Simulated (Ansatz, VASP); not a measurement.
# Ge (Germanium) in two plane-wave programs, part 2 of 5

Aim: how closely do two programs agree when they are given the same cell, functional and k mesh? The structure shown is the end of the Ansatz relaxation below.

VASP 6.6.1 and Ansatz 0.2.0.

So far: The structure; Ansatz: relaxation, LDA.

### 3. VASP: single point, LDA, pair 1

Level of this step: LDA; plane waves and PAW (Ge_d) (VASP).

The same cell, functional (in two slightly different forms), mesh and smearing now go to VASP, with its own data sets.

Lines of VASP's logs that name or quote its potential files are left out, and so is its time.

Input file INCAR:

```
SYSTEM = Ge
PREC = Accurate
ENCUT = 500
EDIFF = 1E-06
NELM = 120
ISMEAR = 0
SIGMA = 0.015
LREAL = .FALSE.
ALGO = Normal
GGA = PW92
NBANDS = 20
LORBIT = 11
LWAVE = .FALSE.
LCHARG = .FALSE.
ISIF = 2
ISYM = 2
LASPH = .TRUE.
GGA_COMPAT = .FALSE.
EFERMI = MIDGAP
KPAR = 2
```

Input file POSCAR:

```
Ge
1.0
   -0.0001250923      2.7136796682      2.7136796682
    2.7136796682     -0.0001250923      2.7136796682
    2.7136796682      2.7136796682     -0.0001250923
Ge
2
Direct
    0.4999828045      0.4999828045      0.4999828045
    0.7500171955      0.7500171955      0.7500171955
```

Input file KPOINTS:

```
Points of the shifted mesh
1728
Reciprocal
 0.0416666667  0.0416666667  0.0416666667 1
 0.0416666667  0.0416666667  0.1250000000 1
 0.0416666667  0.0416666667  0.2083333333 1
 0.0416666667  0.0416666667  0.2916666667 1
 0.0416666667  0.0416666667  0.3750000000 1
 0.0416666667  0.0416666667  0.4583333333 1
 0.0416666667  0.0416666667  0.5416666667 1
 0.0416666667  0.0416666667  0.6250000000 1
 0.0416666667  0.0416666667  0.7083333333 1
 0.0416666667  0.0416666667  0.7916666667 1
 0.0416666667  0.0416666667  0.8750000000 1
 0.0416666667  0.0416666667  0.9583333333 1
 0.0416666667  0.1250000000  0.0416666667 1
 0.0416666667  0.1250000000  0.1250000000 1
 0.0416666667  0.1250000000  0.2083333333 1
 0.0416666667  0.1250000000  0.2916666667 1
 0.0416666667  0.1250000000  0.3750000000 1
 0.0416666667  0.1250000000  0.4583333333 1
 0.0416666667  0.1250000000  0.5416666667 1
 0.0416666667  0.1250000000  0.6250000000 1
 0.0416666667  0.1250000000  0.7083333333 1
 0.0416666667  0.1250000000  0.7916666667 1
 0.0416666667  0.1250000000  0.8750000000 1
 0.0416666667  0.1250000000  0.9583333333 1
 0.0416666667  0.2083333333  0.0416666667 1
 0.0416666667  0.2083333333  0.1250000000 1
 0.0416666667  0.2083333333  0.2083333333 1
 0.0416666667  0.2083333333  0.2916666667 1
 0.0416666667  0.2083333333  0.3750000000 1
 0.0416666667  0.2083333333  0.4583333333 1
 0.0416666667  0.2083333333  0.5416666667 1
 0.0416666667  0.2083333333  0.6250000000 1
 0.0416666667  0.2083333333  0.7083333333 1
 0.0416666667  0.2083333333  0.7916666667 1
 0.0416666667  0.2083333333  0.8750000000 1
 0.0416666667  0.2083333333  0.9583333333 1
 0.0416666667  0.2916666667  0.0416666667 1
 0.0416666667  0.2916666667  0.1250000000 1
 0.0416666667  0.2916666667  0.2083333333 1
 0.0416666667  0.2916666667  0.2916666667 1
 0.0416666667  0.2916666667  0.3750000000 1
 0.0416666667  0.2916666667  0.4583333333 1
 0.0416666667  0.2916666667  0.5416666667 1
 0.0416666667  0.2916666667  0.6250000000 1
 0.0416666667  0.2916666667  0.7083333333 1
 0.0416666667  0.2916666667  0.7916666667 1
 0.0416666667  0.2916666667  0.8750000000 1
 0.0416666667  0.2916666667  0.9583333333 1
 0.0416666667  0.3750000000  0.0416666667 1
 0.0416666667  0.3750000000  0.1250000000 1
 0.0416666667  0.3750000000  0.2083333333 1
 0.0416666667  0.3750000000  0.2916666667 1
 0.0416666667  0.3750000000  0.3750000000 1
 0.0416666667  0.3750000000  0.4583333333 1
 0.0416666667  0.3750000000  0.5416666667 1
 0.0416666667  0.3750000000  0.6250000000 1
 0.0416666667  0.3750000000  0.7083333333 1
 0.0416666667  0.3750000000  0.7916666667 1
 0.0416666667  0.3750000000  0.8750000000 1
 0.0416666667  0.3750000000  0.9583333333 1
 0.0416666667  0.4583333333  0.0416666667 1
 0.0416666667  0.4583333333  0.1250000000 1
 0.0416666667  0.4583333333  0.2083333333 1
 0.0416666667  0.4583333333  0.2916666667 1
 0.0416666667  0.4583333333  0.3750000000 1
 0.0416666667  0.4583333333  0.4583333333 1
 0.0416666667  0.4583333333  0.5416666667 1
 0.0416666667  0.4583333333  0.6250000000 1
 0.0416666667  0.4583333333  0.7083333333 1
 0.0416666667  0.4583333333  0.7916666667 1
 0.0416666667  0.4583333333  0.8750000000 1
 0.0416666667  0.4583333333  0.9583333333 1
 0.0416666667  0.5416666667  0.0416666667 1
 0.0416666667  0.5416666667  0.1250000000 1
 0.0416666667  0.5416666667  0.2083333333 1
 0.0416666667  0.5416666667  0.2916666667 1
 0.0416666667  0.5416666667  0.3750000000 1
 0.0416666667  0.5416666667  0.4583333333 1
 0.0416666667  0.5416666667  0.5416666667 1
 0.0416666667  0.5416666667  0.6250000000 1
 0.0416666667  0.5416666667  0.7083333333 1
 0.0416666667  0.5416666667  0.7916666667 1
 0.0416666667  0.5416666667  0.8750000000 1
 0.0416666667  0.5416666667  0.9583333333 1
 0.0416666667  0.6250000000  0.0416666667 1
 0.0416666667  0.6250000000  0.1250000000 1
 0.0416666667  0.6250000000  0.2083333333 1
 0.0416666667  0.6250000000  0.2916666667 1
 0.0416666667  0.6250000000  0.3750000000 1
 0.0416666667  0.6250000000  0.4583333333 1
 0.0416666667  0.6250000000  0.5416666667 1
 0.0416666667  0.6250000000  0.6250000000 1
 0.0416666667  0.6250000000  0.7083333333 1
 0.0416666667  0.6250000000  0.7916666667 1
 0.0416666667  0.6250000000  0.8750000000 1
 0.0416666667  0.6250000000  0.9583333333 1
 0.0416666667  0.7083333333  0.0416666667 1
 0.0416666667  0.7083333333  0.1250000000 1
 0.0416666667  0.7083333333  0.2083333333 1
 0.0416666667  0.7083333333  0.2916666667 1
 0.0416666667  0.7083333333  0.3750000000 1
 0.0416666667  0.7083333333  0.4583333333 1
 0.0416666667  0.7083333333  0.5416666667 1
 0.0416666667  0.7083333333  0.6250000000 1
 0.0416666667  0.7083333333  0.7083333333 1
 0.0416666667  0.7083333333  0.7916666667 1
 0.0416666667  0.7083333333  0.8750000000 1
 0.0416666667  0.7083333333  0.9583333333 1
 0.0416666667  0.7916666667  0.0416666667 1
 0.0416666667  0.7916666667  0.1250000000 1
 0.0416666667  0.7916666667  0.2083333333 1
 0.0416666667  0.7916666667  0.2916666667 1
[... 1390 lines left out ...]
 0.8750000000  0.4583333333  0.1250000000 1
 0.8750000000  0.4583333333  0.2083333333 1
 0.8750000000  0.4583333333  0.2916666667 1
 0.8750000000  0.4583333333  0.3750000000 1
 0.8750000000  0.4583333333  0.4583333333 1
 0.8750000000  0.4583333333  0.5416666667 1
 0.8750000000  0.4583333333  0.6250000000 1
 0.8750000000  0.4583333333  0.7083333333 1
 0.8750000000  0.4583333333  0.7916666667 1
 0.8750000000  0.4583333333  0.8750000000 1
 0.8750000000  0.4583333333  0.9583333333 1
 0.8750000000  0.5416666667  0.0416666667 1
 0.8750000000  0.5416666667  0.1250000000 1
 0.8750000000  0.5416666667  0.2083333333 1
 0.8750000000  0.5416666667  0.2916666667 1
 0.8750000000  0.5416666667  0.3750000000 1
 0.8750000000  0.5416666667  0.4583333333 1
 0.8750000000  0.5416666667  0.5416666667 1
 0.8750000000  0.5416666667  0.6250000000 1
 0.8750000000  0.5416666667  0.7083333333 1
 0.8750000000  0.5416666667  0.7916666667 1
 0.8750000000  0.5416666667  0.8750000000 1
 0.8750000000  0.5416666667  0.9583333333 1
 0.8750000000  0.6250000000  0.0416666667 1
 0.8750000000  0.6250000000  0.1250000000 1
 0.8750000000  0.6250000000  0.2083333333 1
 0.8750000000  0.6250000000  0.2916666667 1
 0.8750000000  0.6250000000  0.3750000000 1
 0.8750000000  0.6250000000  0.4583333333 1
 0.8750000000  0.6250000000  0.5416666667 1
 0.8750000000  0.6250000000  0.6250000000 1
 0.8750000000  0.6250000000  0.7083333333 1
 0.8750000000  0.6250000000  0.7916666667 1
 0.8750000000  0.6250000000  0.8750000000 1
 0.8750000000  0.6250000000  0.9583333333 1
 0.8750000000  0.7083333333  0.0416666667 1
 0.8750000000  0.7083333333  0.1250000000 1
 0.8750000000  0.7083333333  0.2083333333 1
 0.8750000000  0.7083333333  0.2916666667 1
 0.8750000000  0.7083333333  0.3750000000 1
 0.8750000000  0.7083333333  0.4583333333 1
 0.8750000000  0.7083333333  0.5416666667 1
 0.8750000000  0.7083333333  0.6250000000 1
 0.8750000000  0.7083333333  0.7083333333 1
 0.8750000000  0.7083333333  0.7916666667 1
 0.8750000000  0.7083333333  0.8750000000 1
 0.8750000000  0.7083333333  0.9583333333 1
 0.8750000000  0.7916666667  0.0416666667 1
 0.8750000000  0.7916666667  0.1250000000 1
 0.8750000000  0.7916666667  0.2083333333 1
 0.8750000000  0.7916666667  0.2916666667 1
 0.8750000000  0.7916666667  0.3750000000 1
 0.8750000000  0.7916666667  0.4583333333 1
 0.8750000000  0.7916666667  0.5416666667 1
 0.8750000000  0.7916666667  0.6250000000 1
 0.8750000000  0.7916666667  0.7083333333 1
 0.8750000000  0.7916666667  0.7916666667 1
 0.8750000000  0.7916666667  0.8750000000 1
 0.8750000000  0.7916666667  0.9583333333 1
 0.8750000000  0.8750000000  0.0416666667 1
 0.8750000000  0.8750000000  0.1250000000 1
 0.8750000000  0.8750000000  0.2083333333 1
 0.8750000000  0.8750000000  0.2916666667 1
 0.8750000000  0.8750000000  0.3750000000 1
 0.8750000000  0.8750000000  0.4583333333 1
 0.8750000000  0.8750000000  0.5416666667 1
 0.8750000000  0.8750000000  0.6250000000 1
 0.8750000000  0.8750000000  0.7083333333 1
 0.8750000000  0.8750000000  0.7916666667 1
 0.8750000000  0.8750000000  0.8750000000 1
 0.8750000000  0.8750000000  0.9583333333 1
 0.8750000000  0.9583333333  0.0416666667 1
 0.8750000000  0.9583333333  0.1250000000 1
 0.8750000000  0.9583333333  0.2083333333 1
 0.8750000000  0.9583333333  0.2916666667 1
 0.8750000000  0.9583333333  0.3750000000 1
 0.8750000000  0.9583333333  0.4583333333 1
 0.8750000000  0.9583333333  0.5416666667 1
 0.8750000000  0.9583333333  0.6250000000 1
 0.8750000000  0.9583333333  0.7083333333 1
 0.8750000000  0.9583333333  0.7916666667 1
 0.8750000000  0.9583333333  0.8750000000 1
 0.8750000000  0.9583333333  0.9583333333 1
 0.9583333333  0.0416666667  0.0416666667 1
 0.9583333333  0.0416666667  0.1250000000 1
 0.9583333333  0.0416666667  0.2083333333 1
 0.9583333333  0.0416666667  0.2916666667 1
 0.9583333333  0.0416666667  0.3750000000 1
 0.9583333333  0.0416666667  0.4583333333 1
 0.9583333333  0.0416666667  0.5416666667 1
 0.9583333333  0.0416666667  0.6250000000 1
 0.9583333333  0.0416666667  0.7083333333 1
 0.9583333333  0.0416666667  0.7916666667 1
 0.9583333333  0.0416666667  0.8750000000 1
 0.9583333333  0.0416666667  0.9583333333 1
 0.9583333333  0.1250000000  0.0416666667 1
 0.9583333333  0.1250000000  0.1250000000 1
 0.9583333333  0.1250000000  0.2083333333 1
 0.9583333333  0.1250000000  0.2916666667 1
 0.9583333333  0.1250000000  0.3750000000 1
 0.9583333333  0.1250000000  0.4583333333 1
 0.9583333333  0.1250000000  0.5416666667 1
 0.9583333333  0.1250000000  0.6250000000 1
 0.9583333333  0.1250000000  0.7083333333 1
 0.9583333333  0.1250000000  0.7916666667 1
 0.9583333333  0.1250000000  0.8750000000 1
 0.9583333333  0.1250000000  0.9583333333 1
 0.9583333333  0.2083333333  0.0416666667 1
 0.9583333333  0.2083333333  0.1250000000 1
 0.9583333333  0.2083333333  0.2083333333 1
 0.9583333333  0.2083333333  0.2916666667 1
 0.9583333333  0.2083333333  0.3750000000 1
 0.9583333333  0.2083333333  0.4583333333 1
 0.9583333333  0.2083333333  0.5416666667 1
 0.9583333333  0.2083333333  0.6250000000 1
 0.9583333333  0.2083333333  0.7083333333 1
 0.9583333333  0.2083333333  0.7916666667 1
 0.9583333333  0.2083333333  0.8750000000 1
 0.9583333333  0.2083333333  0.9583333333 1
 0.9583333333  0.2916666667  0.0416666667 1
 0.9583333333  0.2916666667  0.1250000000 1
 0.9583333333  0.2916666667  0.2083333333 1
 0.9583333333  0.2916666667  0.2916666667 1
 0.9583333333  0.2916666667  0.3750000000 1
 0.9583333333  0.2916666667  0.4583333333 1
 0.9583333333  0.2916666667  0.5416666667 1
 0.9583333333  0.2916666667  0.6250000000 1
 0.9583333333  0.2916666667  0.7083333333 1
 0.9583333333  0.2916666667  0.7916666667 1
 0.9583333333  0.2916666667  0.8750000000 1
 0.9583333333  0.2916666667  0.9583333333 1
 0.9583333333  0.3750000000  0.0416666667 1
 0.9583333333  0.3750000000  0.1250000000 1
 0.9583333333  0.3750000000  0.2083333333 1
 0.9583333333  0.3750000000  0.2916666667 1
 0.9583333333  0.3750000000  0.3750000000 1
 0.9583333333  0.3750000000  0.4583333333 1
 0.9583333333  0.3750000000  0.5416666667 1
 0.9583333333  0.3750000000  0.6250000000 1
 0.9583333333  0.3750000000  0.7083333333 1
 0.9583333333  0.3750000000  0.7916666667 1
 0.9583333333  0.3750000000  0.8750000000 1
 0.9583333333  0.3750000000  0.9583333333 1
 0.9583333333  0.4583333333  0.0416666667 1
 0.9583333333  0.4583333333  0.1250000000 1
 0.9583333333  0.4583333333  0.2083333333 1
 0.9583333333  0.4583333333  0.2916666667 1
 0.9583333333  0.4583333333  0.3750000000 1
 0.9583333333  0.4583333333  0.4583333333 1
 0.9583333333  0.4583333333  0.5416666667 1
 0.9583333333  0.4583333333  0.6250000000 1
 0.9583333333  0.4583333333  0.7083333333 1
 0.9583333333  0.4583333333  0.7916666667 1
 0.9583333333  0.4583333333  0.8750000000 1
 0.9583333333  0.4583333333  0.9583333333 1
 0.9583333333  0.5416666667  0.0416666667 1
 0.9583333333  0.5416666667  0.1250000000 1
 0.9583333333  0.5416666667  0.2083333333 1
 0.9583333333  0.5416666667  0.2916666667 1
 0.9583333333  0.5416666667  0.3750000000 1
 0.9583333333  0.5416666667  0.4583333333 1
 0.9583333333  0.5416666667  0.5416666667 1
 0.9583333333  0.5416666667  0.6250000000 1
 0.9583333333  0.5416666667  0.7083333333 1
 0.9583333333  0.5416666667  0.7916666667 1
 0.9583333333  0.5416666667  0.8750000000 1
 0.9583333333  0.5416666667  0.9583333333 1
 0.9583333333  0.6250000000  0.0416666667 1
 0.9583333333  0.6250000000  0.1250000000 1
 0.9583333333  0.6250000000  0.2083333333 1
 0.9583333333  0.6250000000  0.2916666667 1
 0.9583333333  0.6250000000  0.3750000000 1
 0.9583333333  0.6250000000  0.4583333333 1
 0.9583333333  0.6250000000  0.5416666667 1
 0.9583333333  0.6250000000  0.6250000000 1
 0.9583333333  0.6250000000  0.7083333333 1
 0.9583333333  0.6250000000  0.7916666667 1
 0.9583333333  0.6250000000  0.8750000000 1
 0.9583333333  0.6250000000  0.9583333333 1
 0.9583333333  0.7083333333  0.0416666667 1
 0.9583333333  0.7083333333  0.1250000000 1
 0.9583333333  0.7083333333  0.2083333333 1
 0.9583333333  0.7083333333  0.2916666667 1
 0.9583333333  0.7083333333  0.3750000000 1
 0.9583333333  0.7083333333  0.4583333333 1
 0.9583333333  0.7083333333  0.5416666667 1
 0.9583333333  0.7083333333  0.6250000000 1
 0.9583333333  0.7083333333  0.7083333333 1
 0.9583333333  0.7083333333  0.7916666667 1
 0.9583333333  0.7083333333  0.8750000000 1
 0.9583333333  0.7083333333  0.9583333333 1
 0.9583333333  0.7916666667  0.0416666667 1
 0.9583333333  0.7916666667  0.1250000000 1
 0.9583333333  0.7916666667  0.2083333333 1
 0.9583333333  0.7916666667  0.2916666667 1
 0.9583333333  0.7916666667  0.3750000000 1
 0.9583333333  0.7916666667  0.4583333333 1
 0.9583333333  0.7916666667  0.5416666667 1
 0.9583333333  0.7916666667  0.6250000000 1
 0.9583333333  0.7916666667  0.7083333333 1
 0.9583333333  0.7916666667  0.7916666667 1
 0.9583333333  0.7916666667  0.8750000000 1
 0.9583333333  0.7916666667  0.9583333333 1
 0.9583333333  0.8750000000  0.0416666667 1
 0.9583333333  0.8750000000  0.1250000000 1
 0.9583333333  0.8750000000  0.2083333333 1
 0.9583333333  0.8750000000  0.2916666667 1
 0.9583333333  0.8750000000  0.3750000000 1
 0.9583333333  0.8750000000  0.4583333333 1
 0.9583333333  0.8750000000  0.5416666667 1
 0.9583333333  0.8750000000  0.6250000000 1
 0.9583333333  0.8750000000  0.7083333333 1
 0.9583333333  0.8750000000  0.7916666667 1
 0.9583333333  0.8750000000  0.8750000000 1
 0.9583333333  0.8750000000  0.9583333333 1
 0.9583333333  0.9583333333  0.0416666667 1
 0.9583333333  0.9583333333  0.1250000000 1
 0.9583333333  0.9583333333  0.2083333333 1
 0.9583333333  0.9583333333  0.2916666667 1
 0.9583333333  0.9583333333  0.3750000000 1
 0.9583333333  0.9583333333  0.4583333333 1
 0.9583333333  0.9583333333  0.5416666667 1
 0.9583333333  0.9583333333  0.6250000000 1
 0.9583333333  0.9583333333  0.7083333333 1
 0.9583333333  0.9583333333  0.7916666667 1
 0.9583333333  0.9583333333  0.8750000000 1
 0.9583333333  0.9583333333  0.9583333333 1
```

PAW data sets: Ge_d (LDA family, release 64).

Started as:

```sh
$ mpirun -np 2 vasp_std
```

Log:

```text
[banner, memory and clock lines left out]
running    2 mpi-ranks, on    1 nodes
 distrk:  each k-point on    1 cores,    2 groups
 distr:  one band on    1 cores,    1 groups

 POSCAR found type information on POSCAR Ge
 POSCAR found :  1 types and       2 ions
|                                                                             |
|               ----> ADVICE to this user running VASP <----                  |
|                                                                             |
|     You enforced a specific xc type in the INCAR file but a different       |
|     [... a line on the potential file left out ...]
|     I HOPE YOU KNOW WHAT YOU ARE DOING!                                     |
|                                                                             |

 LDA part: xc-table for (Slater(with rela. corr.)+PW92), standard interpolation
 POSCAR, INCAR and KPOINTS ok, starting setup
 FFT: planning ... GRIDC
 FFT: planning ... GRID_SOFT
 FFT: planning ... GRID
 WAVECAR not read
 entering main loop
       N       E                     dE             d eps       ncg     rms          rms(c)
DAV:   1     0.180361412036E+03    0.18036E+03   -0.14599E+04 74988   0.384E+03
DAV:   2     0.137928313326E+02   -0.16657E+03   -0.16189E+03 69288   0.580E+02
DAV:   3    -0.978159383228E+01   -0.23574E+02   -0.23403E+02 77608   0.141E+02
DAV:   4    -0.104845649602E+02   -0.70297E+00   -0.70241E+00 78136   0.287E+01
DAV:   5    -0.104953838210E+02   -0.10819E-01   -0.10819E-01 77280   0.381E+00    0.389E+00
DAV:   6    -0.103353651266E+02    0.16002E+00   -0.52803E-02 76828   0.156E+00    0.222E+00
DAV:   7    -0.102579897331E+02    0.77375E-01   -0.10020E-01 77268   0.220E+00    0.153E-01
DAV:   8    -0.102587898248E+02   -0.80009E-03   -0.67167E-03 77312   0.762E-01    0.364E-02
DAV:   9    -0.102588034776E+02   -0.13653E-04   -0.10732E-04 78548   0.824E-02    0.157E-02
DAV:  10    -0.102588003524E+02    0.31251E-05   -0.61690E-06 78812   0.351E-02    0.381E-03
DAV:  11    -0.102588000717E+02    0.28071E-06   -0.12316E-06 60028   0.671E-03
   1 F= -.10258800E+02 E0= -.10258800E+02  d E =-.268904-101
```

[end of part 2 of 5]

[Lines on the potential files, build, host, timing and source positions are cut from VASP's logs without a mark.]

[Logs are printed without paths, hosts, clocks, repeated set-up lines and the standing remarks that a program may print on its own settings, such as how far it seeks lower states.]

[Hosts, paths, dates, database ids (printed as entryN), source tags and the programs' standing remarks are cut or masked in the printed files.]
